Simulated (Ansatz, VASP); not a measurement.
# Si: VASP beside Ansatz

```
CELL_PARAMETERS angstrom
0.00000 2.71692 2.71692
2.71692 0.00000 2.71692
2.71692 2.71692 0.00000
ATOMIC_POSITIONS crystal
Si 0.25000 0.25000 0.25000
Si 0.00000 0.00000 0.00000
```

Alike in both runs: task relaxation of cell and atoms; functional PBEsol; k mesh 10 × 10 × 10; occupations gaussian, width 0.02 eV; no spin polarisation.

```csv
,VASP,Ansatz
version,VASP 6.6.1,Ansatz 0.2.0
potentials or method,"VASP PAW PBE potentials, release 64 (Si)","scalar-relativistic, plane waves, PAW"
plane-wave cutoff (eV),600,420
valence electrons in the cell,8,8
```

Ansatz gave:

* gap on the k mesh at the Fermi level, each at its own relaxed structure (eV): 0.47
* relaxed volume (Å³/atom): 20.06
* relaxed cell length with the largest relative difference (Å): 3.842

Q: Which values does VASP return?

A: gap on the k mesh at the Fermi level, each at its own relaxed structure (eV): 0.47; relaxed volume (Å³/atom): 20.08; relaxed cell length with the largest relative difference (Å): 3.844.

Caveats: the PAW data sets were made with another functional, which shifts forces and pressure a little (VASP). A k mesh can miss the band edges. PBEsol gaps usually lie below the measured ones, often by a third to a half.
